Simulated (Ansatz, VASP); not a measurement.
## LiH (LiH (Fm-3m)) in two plane-wave programs

Aim: how closely do two programs agree when they are given the same cell, functional and k mesh? The cell is taken from a series of runs on this material, whose earlier steps may have relaxed, scaled, displaced or heated it; both programs get it as it stands.

Program: Ansatz 0.2.0. Level of theory: plane waves, with VASP 6.6.1 beside it; relaxation of cell and atoms at r2SCAN. Results are calculated unless marked as measured.

## Step 1: The structure

The structure is cubic, space group Fm-3m (No. 225). The conventional cell has a = 4.017 Å, b = 4.017 Å, c = 4.017 Å, α = 90.00°, β = 90.00°, γ = 90.00°. Nearest to Li lie 6 H at 2.01 Å. H has 6 Li at 2.01 Å nearest. Farther neighbours are not listed.

## Step 2: VASP: relaxation of cell and atoms, r2SCAN

The relaxed volume is the usual yardstick between codes: in a stiff, nearly cubic crystal its relative difference is about their pressure difference at one cell divided by the bulk modulus.

Lines of VASP's logs that name or quote its potential files are left out, and so is its time.

The input, INCAR:

```
SYSTEM = LiH
PREC = Accurate
ENCUT = 830
EDIFF = 1E-07
NELM = 120
ISMEAR = -1
SIGMA = 0.01
LREAL = .FALSE.
ALGO = Normal
METAGGA = R2SCAN
LASPH = .TRUE.
NBANDS = 8
LORBIT = 11
LWAVE = .FALSE.
LCHARG = .FALSE.
ISIF = 3
IBRION = 2
NSW = 80
EDIFFG = -0.005
GGA_COMPAT = .FALSE.
NELMIN = 4
EFERMI = MIDGAP
LMIXTAU = .TRUE.
```

The input, POSCAR:

```
LiH
1.0
    0.0000000000      2.0086190000      2.0086190000
    2.0086190000      0.0000000000      2.0086190000
    2.0086190000      2.0086190000      0.0000000000
Li H
1 1
Direct
    0.0000000000      0.0000000000      0.0000000000
    0.5000000000      0.5000000000      0.5000000000
```

The input, KPOINTS:

```
Automatic mesh
0
Gamma
11 11 11
0 0 0
```

PAW data sets: Li_sv and H (PBE family, release 64).

Command:

```
$ mpirun -np 1 vasp_std
```

Numbers of over 12 decimals in the logs are rounded to 6 here.

What it wrote:

```text
[banner, memory and clock lines left out]
running    1 mpi-ranks, on    1 nodes
 distrk:  each k-point on    1 cores,    1 groups
 distr:  one band on    1 cores,    1 groups

 POSCAR found type information on POSCAR LiH
 POSCAR found :  2 types and       2 ions
|                                                                             |
|               ----> ADVICE to this user running VASP <----                  |
|                                                                             |
|     You enforced a specific xc type in the INCAR file but a different       |
|     [... a line on the potential file left out ...]
|     I HOPE YOU KNOW WHAT YOU ARE DOING!                                     |
|                                                                             |

 LDA part: xc-table for (None), standard interpolation
 POSCAR, INCAR and KPOINTS ok, starting setup
 FFT: planning ... GRIDC
 FFT: planning ... GRID_SOFT
 FFT: planning ... GRID
 WAVECAR not read
 entering main loop
       N       E                     dE             d eps       ncg     rms          rms(c)
DAV:   1    -0.234226241205E+01   -0.23423E+01   -0.19919E+03   896   0.625E+02
DAV:   2    -0.727605446779E+01   -0.49338E+01   -0.49338E+01  1176   0.578E+01
DAV:   3    -0.740705106888E+01   -0.13100E+00   -0.13100E+00  1136   0.873E+00
DAV:   4    -0.740796775323E+01   -0.91668E-03   -0.91668E-03  1336   0.685E-01
DAV:   5    -0.740797000953E+01   -0.22563E-05   -0.22563E-05  1216   0.255E-02    0.273E+00
DAV:   6    -0.686727256105E+01    0.54070E+00   -0.19681E-01  1360   0.330E+00    0.183E+00
DAV:   7    -0.715767684986E+01   -0.29040E+00   -0.92075E-01  1072   0.412E+00    0.105E+00
DAV:   8    -0.665723518347E+01    0.50044E+00   -0.25786E-01   896   0.429E+00    0.243E-01
DAV:   9    -0.680342798661E+01   -0.14619E+00   -0.91478E-02   896   0.341E+00    0.112E-01
DAV:  10    -0.681964815498E+01   -0.16220E-01   -0.21872E-02   896   0.111E+00    0.150E-01
DAV:  11    -0.681882082080E+01    0.82733E-03   -0.23332E-03  1256   0.303E-01    0.324E-02
DAV:  12    -0.681872647428E+01    0.94347E-04   -0.18380E-04  1008   0.148E-01    0.259E-02
DAV:  13    -0.681882478905E+01   -0.98315E-04   -0.12404E-04   968   0.971E-02    0.686E-03
DAV:  14    -0.681881625652E+01    0.85325E-05   -0.25857E-05   936   0.517E-02    0.109E-03
DAV:  15    -0.681882008678E+01   -0.38303E-05   -0.19277E-06  1120   0.137E-02    0.157E-03
DAV:  16    -0.681882042270E+01   -0.33592E-06   -0.67811E-07  1072   0.119E-02    0.124E-03
DAV:  17    -0.681882022699E+01    0.19571E-06   -0.81952E-07   960   0.921E-03    0.235E-04
DAV:  18    -0.681882033567E+01   -0.10868E-06   -0.34068E-08  1280   0.186E-03    0.877E-05
DAV:  19    -0.681882029052E+01    0.45149E-07   -0.14449E-09   536   0.455E-04
   1 F= -.68188203E+01 E0= -.68188203E+01  d E =-.681882E+01
 curvature:   0.00 expect dE= 0.000E+00 dE for cont linesearch  0.000E+00
 trial: gam= 0.00000 g(F)=  0.612E-62 g(S)=  0.603E-04 ort = 0.000E+00 (trialstep = 0.100E+01)
 search vector abs. value=  0.603E-04
 bond charge predicted
       N       E                     dE             d eps       ncg     rms          rms(c)
DAV:   1    -0.681888711358E+01   -0.66778E-04   -0.33889E-04  1072   0.141E-01    0.371E-02
DAV:   2    -0.681887325240E+01    0.13861E-04   -0.31282E-05   928   0.599E-02    0.237E-02
DAV:   3    -0.681887444652E+01   -0.11941E-05   -0.87543E-06   960   0.275E-02    0.184E-03
DAV:   4    -0.681887379543E+01    0.65109E-06   -0.59076E-06   920   0.239E-02    0.870E-04
DAV:   5    -0.681887359586E+01    0.19957E-06   -0.64765E-07   944   0.938E-03    0.225E-04
DAV:   6    -0.681887385068E+01   -0.25483E-06   -0.37142E-08  1056   0.211E-03    0.260E-04
DAV:   7    -0.681887400199E+01   -0.15131E-06   -0.93913E-09   600   0.134E-03    0.457E-05
DAV:   8    -0.681887398489E+01    0.17106E-07   -0.15610E-09   488   0.390E-04
   2 F= -.68188740E+01 E0= -.68188740E+01  d E =-.536944E-04
 ZBRENT: can't locate minimum, use default step
 trial-energy change:   -0.000054  1 .order   -0.000054   -0.000060   -0.000048
 step:   4.0000(harm=  4.7779)  dis= 0.00000  next Energy=    -6.818964 (dE=-0.144E-03)
 bond charge predicted
       N       E                     dE             d eps       ncg     rms          rms(c)
DAV:   1    -0.681907548179E+01   -0.20148E-03   -0.30683E-03  1048   0.425E-01    0.111E-01
DAV:   2    -0.681896536736E+01    0.11011E-03   -0.28812E-04   928   0.183E-01    0.713E-02
DAV:   3    -0.681896940272E+01   -0.40354E-05   -0.79709E-05   952   0.817E-02    0.576E-03
DAV:   4    -0.681895619568E+01    0.13207E-04   -0.53259E-05   912   0.714E-02    0.269E-03
DAV:   5    -0.681895672439E+01   -0.52871E-06   -0.55419E-06   912   0.275E-02    0.695E-04
DAV:   6    -0.681895782299E+01   -0.10986E-05   -0.31103E-07  1088   0.597E-03    0.755E-04
DAV:   7    -0.681895824984E+01   -0.42685E-06   -0.88604E-08  1032   0.406E-03    0.141E-04
DAV:   8    -0.681895820262E+01    0.47219E-07   -0.13541E-08   632   0.123E-03
   3 F= -.68189582E+01 E0= -.68189582E+01  d E =-.137912E-03
 curvature:  -2.29 expect dE=-0.329E-05 dE for cont linesearch -0.329E-05
 trial: gam=-0.13059 g(F)=  0.352E-62 g(S)=  0.144E-05 ort = 0.931E-05 (trialstep = 0.160E+01)
 search vector abs. value=  0.344E-07
 reached required accuracy - stopping structural energy minimisation
```

OUTCAR, selected parts (step 2):

```text
ion  position               nearest neighbor table
   1  0.000  0.000  0.000-
   2  0.500  0.500  0.500-

  LATTYP: Found a face centered cubic cell.
 ALAT       =     4.0172380000

 Subroutine GETGRP returns: Found 48 space group operations
 (whereof 48 operations were pure point group operations)

The static configuration has the point symmetry O_h .

 Found     56 irreducible k-points:

   k-points           NKPTS =     56   k-points in BZ     NKDIM =     56   number of bands    NBANDS=      8

   dimension x,y,z NGX =    28 NGY =   28 NGZ =   28
   dimension x,y,z NGXF=    56 NGYF=   56 NGZF=   56

   ENCUT  =  830.0 eV  61.00 Ry    7.81 a.u.   6.67  6.67  6.67*2*pi/ulx,y,z

   NELECT =       4.0000    total number of electrons

 k-points in reciprocal lattice and weights: Automatic mesh
   0.00000000  0.00000000  0.00000000       0.001
   0.09090909  0.00000000  0.00000000       0.006
   0.18181818  0.00000000  0.00000000       0.006
   0.27272727  0.00000000  0.00000000       0.006
   0.36363636  0.00000000  0.00000000       0.006
   0.45454545  0.00000000  0.00000000       0.006
   0.09090909  0.09090909  0.00000000       0.005
   0.18181818  0.09090909  0.00000000       0.018
   0.27272727  0.09090909  0.00000000       0.018
[...]
-0.36363636  0.45454545  0.18181818       0.018
  -0.27272727  0.45454545  0.18181818       0.018

 average (electrostatic) potential at core
       1 -67.6794       2 -35.7302

 E-fermi :   1.6617

 k-point     1 :       0.0000    0.0000    0.0000
  band No.  band energies     occupation
      1     -45.8976      2.00000
      2      -5.6435      2.00000
      3      17.4563      0.00000
      4      19.2096      0.00000
      5      19.2096      0.00000
      6      19.2096      0.00000
      7      23.6614      0.00000
    ...

 k-point     2 :       0.0909    0.0000    0.0000
  band No.  band energies     occupation
      1     -45.8940      2.00000
      2      -5.4943      2.00000
      3      15.9726      0.00000
      4      18.3287      0.00000
      5      18.8253      0.00000
      6      18.8253      0.00000
      7      23.3829      0.00000
    ...

 k-point     3 :       0.1818    0.0000    0.0000
  band No.  band energies     occupation
      1     -45.8844      2.00000
      2      -5.0561      2.00000
      3      12.8154      0.00000
      4      17.1056      0.00000
      5      18.1889      0.00000
      6      18.1889      0.00000
      7      24.2167      0.00000
    ...

  Total       -0.0044577     -0.0044577     -0.0044577     -0.0000000      0.0000000      0.0000000
  in kB       -0.4443530     -0.4443530     -0.4443530     -0.0000000      0.0000000      0.0000000
  external PRESSURE =      -0.4443530 kB  Pullay stress =       0.0000000 kB

  energy-cutoff  :      830.00
  volume of cell :       16.07
      direct lattice vectors                 reciprocal lattice vectors
    -0.000000000  2.003025539  2.003025539    -0.249622379  0.249622379  0.249622379
     2.003025539  0.000000000  2.003025539     0.249622379 -0.249622379  0.249622379
     2.003025539  2.003025539 -0.000000000     0.249622379  0.249622379 -0.249622379

 POSITION                                       TOTAL-FORCE (eV/Angst)
 -----------------------------------------------------------------------------------
      0.00000      0.00000      0.00000         0.000000      0.000000     -0.000000
      2.00303      2.00303      2.00303        -0.000000     -0.000000      0.000000
 -----------------------------------------------------------------------------------
    total drift:                                0.000000      0.000000      0.000000

  FREE ENERGIE OF THE ION-ELECTRON SYSTEM (eV)
  ---------------------------------------------------
  free  energy   TOTEN  =        -6.8189582026 eV

  energy  without entropy=       -6.8189582026  energy(sigma->0) =       -6.81895820

 reached required accuracy - stopping structural energy minimisation

 total charge
# of ion       s       p       d       tot
------------------------------------------
    1        2.017   0.018   0.000   2.036
    2        0.556   0.002   0.000   0.558
--------------------------------------------------
tot          2.573   0.020   0.000   2.593

[... 3 further parts left out ...]
```

The run keeps the 48 symmetry operations of its start, so it cannot find a distortion of lower symmetry.

## Step 3: Ansatz: relaxation of cell and atoms, r2SCAN

Ansatz runs on its default PAW (the set named soft_2) files.

The same cell, functional, mesh and smearing now go to Ansatz.

The input, input.yaml:

```yaml
crystal:
  lattice:
    - [0.0, 2.0086194, 2.0086194]
    - [2.0086194, 0.0, 2.0086194]
    - [2.0086194, 2.0086194, 0.0]
  atoms:
    - { symbol: Li, position: [0.0, 0.0, 0.0] }
    - { symbol: H, position: [0.5, 0.5, 0.5] }
basis:
  ecutwfc: 500
  xc_grid: 2
hamiltonian:
  xc: r2scan
kpoints:
  mp_grid: { grid: [11, 11, 11] }
scf:
  occupations: { method: fermi_dirac, width: 0.01 }
  max_iter: 150
output:
  forces: true
  stress: true
relax:
  f_tol: 0.01
  max_steps: 60
  cell: {}
checkpoint:
  write: "../r2scan.run"
  compress: false
  write_wavefunctions: false
  write_every: 100000
```

Command:

```
$ ansatz run input.yaml --threads 4 --pin off --max-ram 6594MiB --backend cpu --events-out ev --progress --plain --runs-dir out
```

What it wrote:

```text
Engine: ansatz 0.2.0, aarch64-unknown-linux-gnu
Pseudopotentials: kind: paw
Pseudopotential: Li, paw, valence charge 3, recommended cutoff 500 eV (meta_gga), Li.paw.azcp
Pseudopotential: H, paw, valence charge 1, recommended cutoff 500 eV (meta_gga), H.paw.azcp
Functional definition: r2SCAN
  parameter k0 = 0.174
  parameter k1 = 0.065
  parameter a1 = 4.9479
  exchange = r2scan_x(k0 = k0, k1 = k1, a1 = a1)
  correlation = r2scan_c
Crystal: 2 atoms, lattice volume = 16.208 Å³
Basis set: ecut = 500 eV, 411 PW (Γ), exchange–correlation on 48×48×48 points (8 copies of the dense FFT grid, shifted against one another)
Bands: 6, of which v1, the nominal top of the filled ones, is band 2 counted from 1 (1 counted from 0)
Symmetry: 48 space group operations
Space group: Fm-3m (ITA 225), of the structure as read, at distance tolerance 2.5e-5 Å
k-points: 56 of 1331
Non-local potential: Li, projectors of the file, l = 0: 3, l = 1: 2, l = 2: 1
Non-local potential: H, projectors of the file, l = 0: 2, l = 1: 1
PAW form: soft (Blöchl's): semilocal exchange-correlation on the pseudo side does not see the compensation charge
PAW one-centre angular grid: Li, 302 points (default); XC on 327 of its mesh's 2665 points in the sphere
PAW one-centre angular grid: H, 302 points (default); XC on 160 Gauss nodes
Initial density: superposition of atomic densities (neutral atoms: chi_scale 0, normalization atom), corrected by the library's trained network
Initial wavefunctions: pseudopotential atomic-orbital guess
Functional: x = r2scan, c = r2scan; τ floored in thin density (d = 2e-4 eV/Å³)
SCF iter   1: F=—  HF=-221.976868 eV  |F-HF|=—  |Δ(HF+E_count)|=         —  Δρ=3.55e-3  dr2=1.49e-3  dr2_τ=2.07e-3  ethr=1.77e-3  ⟨swp⟩=5.8  Hψ=2847  notcnv=0
preconditioner: auto → none  [insulator: Δε(μ)=3.551 eV  Ē_g=15.138 eV  σ=0.010 eV  W_gap=1.00  n_scr=0 (ndim 8)  ℏωp=13.0 eV  f_vac=0.000  D(μ)=0.00/eV (n_scr^D=0)  ε∞_Penn≈1.7]
SCF iter   2: F=—  HF=-222.015444 eV  |F-HF|=—  |Δ(HF+E_count)|=   3.86e-2  Δρ=2.93e-3  dr2=1.39e-3  dr2_τ=9.87e-6  ethr=3.74e-5  ⟨swp⟩=3.0  Hψ=1295  notcnv=0
SCF iter   3: F=—  HF=-222.016012 eV  |F-HF|=—  |Δ(HF+E_count)|=   5.67e-4  Δρ=1.01e-3  dr2=1.23e-4  dr2_τ=3.75e-6  ethr=3.46e-5  ⟨swp⟩=2.0  Hψ=617  notcnv=0
SCF iter   4: F=—  HF=-222.016007 eV  |F-HF|=—  |Δ(HF+E_count)|=   4.40e-6  Δρ=3.57e-4  dr2=1.55e-5  dr2_τ=4.21e-7  ethr=3.08e-6  ⟨swp⟩=2.0  Hψ=561  notcnv=0
SCF iter   5: F=—  HF=-222.016008 eV  |F-HF|=—  |Δ(HF+E_count)|=   7.82e-7  Δρ=1.52e-5  dr2=3.83e-8  dr2_τ=2.31e-10  ethr=3.87e-7  ⟨swp⟩=2.0  Hψ=410  notcnv=0
SCF iter   6: F=-222.016008 eV  HF=-222.016008 eV  |F-HF|=6.88e-10  |Δ(HF+E_count)|=   6.48e-9  Δρ=4.27e-6  dr2=3.09e-9  dr2_τ=2.24e-11  ethr=9.58e-10  ⟨swp⟩=1.8  Hψ=941  notcnv=0
SCF 1 converged in 6 iterations: F = -222.016008 eV  dr2 = 3.09e-9
  greatest PAW one-centre occupation: 0.999 electrons in one spin orbital (limit 2), on the Li atom at site 0 (counted from 0), in its partial waves of l = 0
relax step   1: F+E_penalty+E_count = -222.01600797 eV  Δ(F+E_penalty+E_count) = +0.000e0 eV  max|allowed force component| = 6.019e-31 eV/Å  Δτ_max = 0.0000 Å  P = -0.315 GPa  Ω = 16.208 Å³  (6 SCF iters, dr2 threshold 1.00e-7 eV, accepted)
[...]
relax step   2: F+E_penalty+E_count = -222.01616161 eV  Δ(F+E_penalty+E_count) = -1.536e-4 eV  max|allowed force component| = 3.744e-31 eV/Å  Δτ_max = 0.0000 Å  P = -0.091 GPa  Ω = 16.106 Å³  energy of the carried Pulay correction = +2.443e-5 eV  (3 SCF iters, dr2 threshold 2.00e-7 eV, accepted)
[...]
relax step   3: F+E_penalty+E_count = -222.01618300 eV  Δ(F+E_penalty+E_count) = -2.140e-5 eV  max|allowed force component| = 1.003e-30 eV/Å  Δτ_max = 0.0000 Å  P = +0.001 GPa  Ω = 16.065 Å³  energy of the carried Pulay correction = +3.430e-5 eV  (3 SCF iters, dr2 threshold 2.07e-8 eV, accepted)
[...]
relax step   4: F+E_penalty+E_count = -222.01614768 eV  Δ(F+E_penalty+E_count) = +3.532e-5 eV  max|allowed force component| = 2.173e-30 eV/Å  Δτ_max = 0.0000 Å  P = -0.001 GPa  Ω = 16.065 Å³  stress off target by 5.87e-4 GPa  SCF on the basis re-selected at this cell (its energy is not comparable with the rows above)  (4 SCF iters)
basis re-selected at this cell: Δ(F+E_penalty+E_count) = +3.532e-5 eV, ΔP = -0.001 GPa vs the last step (what re-selecting the basis moved, of the pressure what is left beyond the Pulay correction that the steps carried, after the strain that the cell walked since its last selection, with what the two solves' SCF thresholds leave and, on support functions, any second-order correction that the steps lacked; it is no m [...]
SCF converged after 4 iterations
Free energy (F): -222.016148 eV
Harris-Foulkes:  -222.016148 eV  (|F-HF|=2.27e-13)
Internal energy: -222.016148 eV  (E = F + TS)
E sigma→0 (E₀):  -222.016148 eV
Fermi energy:    2.327551 eV
--- Per-component energies (eV) ---
  E_band       = -93.905828
  E_kinetic    = 36.296364
  E_local      = -124.820467  (includes V_loc(G=0)·N_el)
  E_nonlocal   = -31.767183
  E_hartree    = 34.930196
  E_xc         = -20.117386
  E_vxc        = -28.212554  (∫ρ·V_xc dr)
  E_paw        = -22.370573  (= ΣΔE_a)
  E_vpaw       = -16.654364  (= ΣTr[D̂ρ^β])
  E_aug_tail   = -0.000531  (compensation charges beyond the density's cutoff)
  E_vtau       = 1.392516  (kinetic-family band-sum trace: ∫τ·v_τ [+ j·A + Jᵃ·Aᵃ] dr)
  E_ewald      = -94.166567
  E_smearing   = -0.000000  (= −TS)
  E_closure    = 0.000000  (closes the sum)
  Σ components = -222.016148   (vs F -222.016148, Δ=0.00e0)
--- Forces (eV/Å), atoms counted from 1 ---
  atom   1  Li    -0.00000000     0.00000000     0.00000000
  atom   2  H      0.00000000    -0.00000000    -0.00000000
  max |Σ_I F_I| component: 4.33e-30 eV/Å
--- Stress (GPa, compression-positive) ---
       -0.000587       0.000000       0.000000
        0.000000      -0.000587       0.000000
        0.000000       0.000000      -0.000587
  P = ⅓ Tr σ = -0.0006 GPa (-0.006 kbar)
--- Relaxed structure (3 steps of the walk, 3 accepted, 1 SCFs on fresh bases) ---
  F+E_penalty+E_count = -222.01614768 eV   max|allowed force component| = 2.173e-30 eV/Å   (the final SCF, on the basis selected at the relaxed cell)
  cell:  # Å, volume = 16.0652 Å³
    - [0, 2.002713, 2.002713]
    - [2.002713, 0, 2.002713]
    - [2.002713, 2.002713, 0]
  atoms:
    - { symbol: Li, position: [0, 0, 0] }
    - { symbol: H, position: [0.500000, 0.500000, 0.500000] }
```

## Step 4: Side by side

Known differences besides the potentials themselves: VASP keeps PBE cores, Ansatz makes them for the functional; the cutoff is 500 eV in Ansatz and 830 eV in VASP; Ansatz adds a Pulay correction to the stress that steers its cell, VASP none. Total energies have different zeros and are not compared.

The two programs side by side:

```
                                         quantity  Ansatz   VASP  difference
                                      volume (Å³)   16.07  16.07     -0.05 %
edge a after relaxation, in the typed setting (Å)   2.832  2.833     -0.01 %
```

## Step 5: Results

| Item | Value |
| --- | --- |
| difference in volume (relaxation of cell and atoms, r2SCAN) | -0.047 % |

What this shows: The difference in volume is -0.047 % (relaxation of cell and atoms, r2SCAN), within the 1.2 % picked in this series as the mark of a large difference, as far as the stopping tolerances let one tell. How closely two codes agree says nothing of how well the functional describes the real material.

[Lines on the potential files, build, host, timing and source positions are cut from VASP's logs without a mark.]

[Logs are printed without paths, hosts, clocks, repeated set-up lines and the standing remarks that a program may print on its own settings, such as how far it seeks lower states.]

[Hosts, paths, dates, database ids (printed as entryN), source tags and the programs' standing remarks are cut or masked in the printed files.]
